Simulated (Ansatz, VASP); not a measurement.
# MnFe10 (Fe(100)-(2x1)-Mn, hollow site) in two plane-wave programs, part 2 of 2

Aim: how closely do two programs agree when they are given the same cell, functional and k mesh? The structure shown is the end of the Ansatz relaxation below. Valence electrons are named where the data sets of a main pair hold unlike numbers.

VASP 6.6.1 and Ansatz 0.2.0.

So far: The structure; Ansatz: relaxation, LDA.

In doubt: warnings of the run leave room for a lower electronic state (step 2), so energies may not be the lowest and differences between runs may mislead.

## (3) VASP: single point, LDA

Level of this step: LDA, spin-polarised from a ferromagnetic start; plane waves and PAW (Fe, Mn_pv) (VASP).

The same cell, functional (in two slightly different forms), mesh and smearing now go to VASP, with its own data sets.

Lines of VASP's logs that name or quote its potential files are left out, and so is its time.

INCAR reads:

```
SYSTEM = MnFe10
PREC = Accurate
ENCUT = 400
EDIFF = 1E-06
NELM = 100
ISMEAR = -1
SIGMA = 0.1
LREAL = .FALSE.
ALGO = Normal
GGA = CA
NBANDS = 78
ISPIN = 2
MAGMOM = 2.89 2.89 2.18 2.12 2.13 2.13 1.95 1.83 1.96 1.96 3.04
LASPH = .TRUE.
LMAXMIX = 4
LORBIT = 11
LWAVE = .FALSE.
LCHARG = .FALSE.
KPAR = 4
ISIF = 0
LDIPOL = .TRUE.
IDIPOL = 3
DIPOL = 0.5 0.5 0.47
LVHAR = .TRUE.
```

POSCAR reads:

```
MnFe10
1.0
    5.7400000000      0.0000000000      0.0000000000
    0.0000000000      2.8700000000      0.0000000000
    0.0000000000      0.0000000000     24.6160101279
Fe Mn
10 1
Direct
    0.0000000000      0.0000000000      0.3453037253
    0.5000000000      0.0000000000      0.3453037253
    0.2500000000      0.5000000000      0.4035991190
    0.7500000000      0.5000000000      0.4035991190
    0.9979872817      0.0000000000      0.4561048447
    0.5020127183      0.0000000000      0.4561048447
    0.2500000000      0.5000000000      0.5095957081
    0.7500000000      0.5000000000      0.5121831788
    0.9988661849      0.0000000000      0.5613675989
    0.5011338151      0.0000000000      0.5613675989
    0.2500000000      0.5000000000      0.6140131186
```

KPOINTS reads:

```
Automatic mesh
0
Gamma
5 10 1
0 0 0
```

PAW data sets: Fe and Mn_pv (LDA family, release 64).

The run is started by

```bash
$ mpirun -np 4 vasp_std
```

Numbers of over 12 decimals in the logs are rounded to 6 here.

Output:

```text
[banner, memory and clock lines left out]
running    4 mpi-ranks, on    1 nodes
 distrk:  each k-point on    1 cores,    4 groups
 distr:  one band on    1 cores,    1 groups

 POSCAR found type information on POSCAR FeMn
 POSCAR found :  2 types and      11 ions
 LDA part: xc-table for (Slater(with rela. corr.)+CA(PZ))
 , standard interpolation
 POSCAR, INCAR and KPOINTS ok, starting setup
 FFT: planning ... GRIDC
 FFT: planning ... GRID_SOFT
 FFT: planning ... GRID
 WAVECAR not read
 entering main loop
       N       E                     dE             d eps       ncg     rms          rms(c)
DAV:   1     0.727755514150E+03    0.72776E+03   -0.34588E+04  6192   0.959E+02
DAV:   2    -0.588645639822E+02   -0.78662E+03   -0.72875E+03  5622   0.291E+02
DAV:   3    -0.107150343932E+03   -0.48286E+02   -0.43348E+02  6072   0.105E+02
DAV:   4    -0.108590703845E+03   -0.14404E+01   -0.14266E+01  6450   0.209E+01
DAV:   5    -0.108617754937E+03   -0.27051E-01   -0.27033E-01  6392   0.240E+00    0.386E+01
DAV:   6    -0.204696354844E+03   -0.96079E+02   -0.18179E+02  9016   0.192E+02    0.114E+02
DAV:   7    -0.127938434702E+03    0.76758E+02   -0.10912E+02  8534   0.107E+02    0.829E+01
DAV:   8    -0.151625968298E+03   -0.23688E+02   -0.11628E+02  9710   0.118E+02    0.887E+01
DAV:   9    -0.131602190315E+03    0.20024E+02   -0.11043E+02  9062   0.106E+02    0.769E+01
DAV:  10    -0.995250231434E+02    0.32077E+02   -0.47770E+01  8372   0.713E+01    0.481E+01
DAV:  11    -0.101842881494E+03   -0.23179E+01   -0.38185E+01  8350   0.844E+01    0.521E+01
DAV:  12    -0.947524665887E+02    0.70904E+01   -0.17580E+01  7934   0.544E+01    0.381E+01
DAV:  13    -0.920502290461E+02    0.27022E+01   -0.12421E+01  7836   0.354E+01    0.253E+01
DAV:  14    -0.913718939536E+02    0.67834E+00   -0.51574E+00  7764   0.281E+01    0.183E+01
[...]
DAV:  40    -0.943212792868E+02   -0.38302E-04   -0.34635E-06  5422   0.215E-02    0.246E-02
DAV:  41    -0.943212996015E+02   -0.20315E-04   -0.22041E-06  4670   0.142E-02    0.175E-02
DAV:  42    -0.943213318047E+02   -0.32203E-04   -0.24273E-06  4816   0.104E-02    0.122E-02
DAV:  43    -0.943213552791E+02   -0.23474E-04   -0.14351E-06  4544   0.685E-03    0.139E-02
DAV:  44    -0.943213711157E+02   -0.15837E-04   -0.11846E-06  4260   0.849E-03    0.118E-02
DAV:  45    -0.943213795818E+02   -0.84661E-05   -0.62974E-07  4230   0.529E-03    0.855E-03
DAV:  46    -0.943213832191E+02   -0.36373E-05   -0.45544E-07  3980   0.383E-03    0.451E-03
DAV:  47    -0.943213838229E+02   -0.60383E-06   -0.31770E-07  3912   0.329E-03
   1 F= -.94321384E+02 E0= -.94067660E+02  d E =-.507447E+00  mag=    25.2342
```

From OUTCAR (step 3):

```text
ion  position               nearest neighbor table
   1  0.000  0.000  0.345-   3 2.49   4 2.49   3 2.49   4 2.49   5 2.73   2 2.87   2 2.87
   2  0.500  0.000  0.345-   3 2.49   4 2.49   3 2.49   4 2.49   6 2.73   1 2.87   1 2.87
   3  0.250  0.500  0.404-   5 2.41   6 2.41   5 2.41   6 2.41   1 2.49   2 2.49   1 2.49   2 2.49
                             7 2.61   4 2.87   4 2.87
   4  0.750  0.500  0.404-   5 2.40   6 2.40   5 2.40   6 2.40   1 2.49   2 2.49   1 2.49   2 2.49
                             8 2.67   3 2.87   3 2.87
   5  0.998  0.000  0.456-   4 2.40   4 2.40   3 2.41   3 2.41   7 2.43   7 2.43   8 2.45   8 2.45
                             9 2.59   1 2.73   6 2.85   6 2.89
   6  0.502  0.000  0.456-   4 2.40   4 2.40   3 2.41   3 2.41   7 2.43   7 2.43   8 2.45   8 2.45
                            10 2.59   2 2.73   5 2.85   5 2.89
   7  0.250  0.500  0.510-   9 2.40  10 2.40   9 2.40  10 2.40   5 2.43   6 2.43   5 2.43   6 2.43
                            11 2.57   3 2.61   8 2.87   8 2.87
   8  0.750  0.500  0.512-   9 2.36  10 2.36   9 2.36  10 2.36   5 2.45   6 2.45   5 2.45   6 2.45
                             4 2.67   7 2.87   7 2.87
   9  0.999  0.000  0.561-   8 2.36   8 2.36   7 2.40   7 2.40  11 2.41  11 2.41   5 2.59  10 2.86
                            10 2.88
  10  0.501  0.000  0.561-   8 2.36   8 2.36   7 2.40   7 2.40  11 2.41  11 2.41   6 2.59   9 2.86
                             9 2.88
  11  0.250  0.500  0.614-   9 2.41  10 2.41   9 2.41  10 2.41   7 2.57

  LATTYP: Found a simple orthorhombic cell.
 ALAT       =     2.8700000000
 B/A-ratio  =     2.0000000000
 C/A-ratio  =     8.5770070132

 Subroutine GETGRP returns: Found  4 space group operations
 (whereof  2 operations were pure point group operations)

The static configuration has the point symmetry C_1h.
 The point group associated with its full space group is C_2v.

 Found     18 irreducible k-points:

   k-points           NKPTS =     18   k-points in BZ     NKDIM =     18   number of bands    NBANDS=     78

   dimension x,y,z NGX =    40 NGY =   20 NGZ =  162
   dimension x,y,z NGXF=    80 NGYF=   40 NGZF=  324

   ENCUT  =  400.0 eV  29.40 Ry    5.42 a.u.   9.36  4.68 40.14*2*pi/ulx,y,z

   NELECT =      93.0000    total number of electrons

 k-points in reciprocal lattice and weights: Automatic mesh
   0.00000000  0.00000000  0.00000000       0.020
   0.20000000  0.00000000  0.00000000       0.040
   0.40000000  0.00000000  0.00000000       0.040
   0.00000000  0.10000000  0.00000000       0.040
   0.20000000  0.10000000  0.00000000       0.080
   0.40000000  0.10000000  0.00000000       0.080
   0.00000000  0.20000000  0.00000000       0.040
   0.20000000  0.20000000  0.00000000       0.080
   0.40000000  0.20000000  0.00000000       0.080
[...]
0.20000000  0.50000000  0.00000000       0.040
   0.40000000  0.50000000  0.00000000       0.040

 dipolmoment           0.000000      0.000000      0.002945 electrons x Angstroem

 average (electrostatic) potential at core
       1 -50.7565       2 -50.7565       3 -50.5325       4 -50.5673       5 -50.6832
       6 -50.6832       7 -50.6850       8 -50.6566       9 -50.5077      10 -50.5077
      11 -75.6426

 E-fermi :  -0.9704

 spin component 1
 k-point     1 :       0.0000    0.0000    0.0000
  band No.  band energies     occupation
    ...
     54      -1.4010      0.98669
     55      -1.2667      0.95087
     56      -1.1014      0.78751
     57      -1.0734      0.73692
     58      -0.9754      0.51257
     59      -0.8198      0.18161
     60      -0.7390      0.09000
     61      -0.7301      0.08292
     62      -0.6162      0.02815
     63      -0.5235      0.01133
    ...

 k-point     2 :       0.2000    0.0000    0.0000
  band No.  band energies     occupation
    ...
     55      -1.4748      0.99360
     56      -1.3328      0.97401
     57      -1.2166      0.92145
     58      -1.2147      0.92007
     59      -1.1407      0.84594
     60      -0.9153      0.36565
     61      -0.8877      0.30433
     62      -0.7731      0.12209
     63      -0.5669      0.01738
     64      -0.5299      0.01206
    ...

 k-point     3 :       0.4000    0.0000    0.0000
  band No.  band energies     occupation
    ...
     56      -1.5330      0.99641
     57      -1.5220      0.99599
     58      -1.4551      0.99221
     59      -1.2403      0.93699
     60      -1.1474      0.85443
     61      -0.8251      0.18962
     62      -0.7957      0.14838
     63      -0.5525      0.01509
     64      -0.4815      0.00747
     65      -0.4670      0.00647
    ...

 k-point     4 :       0.0000    0.1000    0.0000
  band No.  band energies     occupation
    ...
     55      -1.3656      0.98115
     56      -1.3510      0.97824
     57      -1.2509      0.94295
     58      -1.1656      0.87564
     59      -1.1482      0.85540
     60      -0.8964      0.32291
     61      -0.7101      0.06892
     62      -0.6512      0.03948
     63      -0.5498      0.01468
     64      -0.5011      0.00907
    ...

 k-point     5 :       0.2000    0.1000    0.0000
  band No.  band energies     occupation
    ...
     55      -1.5194      0.99589
     56      -1.4530      0.99204
     57      -1.3357      0.97475
     58      -1.1431      0.84902
     59      -1.1014      0.78754
     60      -0.9648      0.48590
     61      -0.9252      0.38890
     62      -0.7614      0.11004
     63      -0.6710      0.04768
     64      -0.4761      0.00708
    ...

 k-point     6 :       0.4000    0.1000    0.0000
  band No.  band energies     occupation
    ...
     56      -1.4965      0.99483
     57      -1.4160      0.98853
     58      -1.3283      0.97286
     59      -1.1365      0.84035
     60      -0.9755      0.51268
     61      -0.9152      0.36536
     62      -0.8406      0.21444
     63      -0.6357      0.03400
     64      -0.5947      0.02282
     65      -0.1926      0.00042
    ...

  energy-cutoff  :      400.00
  volume of cell :      405.52
      direct lattice vectors                 reciprocal lattice vectors
     5.740000000  0.000000000  0.000000000     0.174216028  0.000000000  0.000000000
     0.000000000  2.870000000  0.000000000     0.000000000  0.348432056  0.000000000
     0.000000000  0.000000000 24.616010128     0.000000000  0.000000000  0.040623968

 POSITION                                       TOTAL-FORCE (eV/Angst)
 -----------------------------------------------------------------------------------
      0.00000      0.00000      8.50000         0.017129      0.000000      1.100514
      2.87000      0.00000      8.50000        -0.017129      0.000000      1.100514
      1.43500      1.43500      9.93500         0.000000      0.000000     -1.124348
      4.30500      1.43500      9.93500         0.000000      0.000000     -0.908728
      5.72845      0.00000     11.22748         0.008739      0.000000     -0.027539
      2.88155      0.00000     11.22748        -0.008739      0.000000     -0.027539
      1.43500      1.43500     12.54421         0.000000      0.000000      0.030884
      4.30500      1.43500     12.60791         0.000000      0.000000      0.020758
      5.73349      0.00000     13.81863         0.073126      0.000000      0.001030
      2.87651      0.00000     13.81863        -0.073126      0.000000      0.001030
      1.43500      1.43500     15.11455         0.000000      0.000000     -0.166577
 -----------------------------------------------------------------------------------
    total drift:                               -0.000000      0.000000      0.008922

  FREE ENERGIE OF THE ION-ELECTRON SYSTEM (eV)
  ---------------------------------------------------
  free  energy   TOTEN  =       -94.3213838229 eV

  energy  without entropy=      -93.8139367544  energy(sigma->0) =      -94.06766029

 vacuum level on the upper side and lower side of the slab         3.305         3.272

 total charge
# of ion       s       p       d       tot
------------------------------------------
    1        0.443   0.311   6.159   6.912
    2        0.443   0.311   6.159   6.912
    3        0.488   0.527   6.291   7.306
    4        0.491   0.528   6.294   7.313
    5        0.508   0.564   6.294   7.366
    6        0.508   0.564   6.294   7.366
    7        0.511   0.584   6.312   7.407
    8        0.516   0.554   6.315   7.384
    9        0.496   0.469   6.300   7.266
   10        0.496   0.469   6.300   7.266
   11        0.385   6.178   5.104  11.668
--------------------------------------------------
tot          5.287  11.058  67.821  84.166

 magnetization (x)
# of ion       s       p       d       tot
------------------------------------------
    1        0.007   0.008   2.836   2.851
    2        0.007   0.008   2.836   2.851
    3       -0.015  -0.030   2.141   2.096
    4       -0.014  -0.028   2.076   2.034
    5       -0.006  -0.027   2.094   2.061
    6       -0.006  -0.027   2.094   2.061
    7       -0.013  -0.031   1.906   1.862
    8       -0.005  -0.021   1.809   1.783
    9       -0.008  -0.007   1.882   1.867
   10       -0.008  -0.007   1.882   1.867
   11        0.011   0.022   3.032   3.065
--------------------------------------------------
tot         -0.049  -0.140  24.589  24.400

[... 6 further parts left out ...]
```

The magnetic state follows from one typed start and may not be the lowest.

## (4) Differences

Known differences besides the potentials themselves: VASP starts from the moments at which Ansatz ended; the two LDA forms differ slightly; the data sets hold 175 valence electrons in Ansatz (on its default PAW (the set named soft_2) files) and 93 in VASP; the cutoff is 420 eV in Ansatz and 400 eV in VASP; VASP's log shows a relativistic correction to its local exchange, Ansatz's none; site moments are counted in spheres of each program's own size. Total energies have different zeros and are not compared.

Compared:

| quantity | Ansatz | VASP | difference |
| --- | --- | --- | --- |
| total moment (μB) | 25.91 | 25.23 | +0.67 |
| moment on Mn11 (μB) | 3.04 | 3.06 | -0.02 |
| moment on Fe1 (μB) | 2.89 | 2.85 | +0.04 |
| moment on Fe2 (μB) | 2.89 | 2.85 | +0.04 |
| moment on Fe3 (μB) | 2.18 | 2.10 | +0.08 |
| moment on Fe6 (μB) | 2.13 | 2.06 | +0.07 |
| moment on Fe5 (μB) | 2.13 | 2.06 | +0.07 |
| moment on Fe4 (μB) | 2.12 | 2.03 | +0.08 |
| moment on Fe9 (μB) | 1.96 | 1.87 | +0.09 |
| work function, lower of the two faces (eV) | 4.21 | 4.24 | -0.03 |
| work function, higher of the two faces (eV) | 4.25 | 4.28 | -0.02 |

Forces on 7 of the 11 atoms, those with the largest forces and the largest differences (eV/Å; atoms numbered as in POSCAR):

| atom | Ansatz x, y, z | VASP x, y, z |
| --- | --- | --- |
| Fe1 | 0.022, 0.000, 1.055 | 0.017, 0.000, 1.101 |
| Fe2 | -0.022, 0.000, 1.055 | -0.017, 0.000, 1.101 |
| Fe3 | 0.000, 0.000, -1.170 | 0.000, 0.000, -1.124 |
| Fe4 | 0.000, 0.000, -0.937 | 0.000, 0.000, -0.909 |
| Fe9 | -0.001, 0.000, -0.001 | 0.073, 0.000, 0.001 |
| Fe10 | 0.001, 0.000, -0.001 | -0.073, 0.000, 0.001 |
| Mn11 | 0.000, 0.000, 0.000 | 0.000, 0.000, -0.167 |

The forces differ by 39 meV/Å r.m.s., which is 10.4 % of the r.m.s. force of 0.371 eV/Å (both taken over all components). With vacuum in the cell, a pressure given here is an average over mostly empty space and none of the material.

## (5) Further runs

Further runs change the set-up of one program: Ansatz's method, potentials or start, or VASP's data sets, cutoff or form of LDA. The table gives Ansatz less VASP for each quantity, since a change that brings one quantity closer may part another.

| run | r.m.s. force difference (meV/Å) | total moment (μB) | work function, lower of the two faces (eV) | work function, higher of the two faces (eV) |
| --- | --- | --- | --- | --- |
| as above | 39 | 0.67 | -0.031 | -0.021 |
| VASP with GGA = PW92, the form of LDA that Ansatz uses | 8.0 | -0.086 | 0.0073 | 0.0050 |
| VASP with the data sets Fe_sv_GW and Mn_sv_GW and a cutoff of 630 eV | 39 | 0.83 | -0.038 | -0.026 |

## (6) Outcome

```yaml
r_m_s_force_difference_single_point_lda: 10 % of the r.m.s. force
```

What this shows: The r.m.s. force difference is 10 % of the r.m.s. force (single point, LDA), beyond the 3 % picked in this series as the mark of a large difference. The data sets hold unlike numbers of valence electrons (175 in Ansatz and 93 in VASP), so part of the differences comes from the potentials. Single point, LDA, VASP with GGA = PW92, the form of LDA that Ansatz uses: r.m.s. force difference goes from 39 to 8.0 meV/Å; the difference in total moment goes from 0.67 to -0.086 μB; the difference in work function, lower of the two faces goes from -0.031 to 0.0073 eV; the difference in work function, higher of the two faces goes from -0.021 to 0.0050 eV. How closely two codes agree says nothing of how well the functional describes the real material.

[Lines on the potential files, build, host, timing and source positions are cut from VASP's logs without a mark.]

[Logs are printed without paths, hosts, clocks, repeated set-up lines and the standing remarks that a program may print on its own settings, such as how far it seeks lower states.]

[Hosts, paths, dates, database ids (printed as entryN), source tags and the programs' standing remarks are cut or masked in the printed files.]
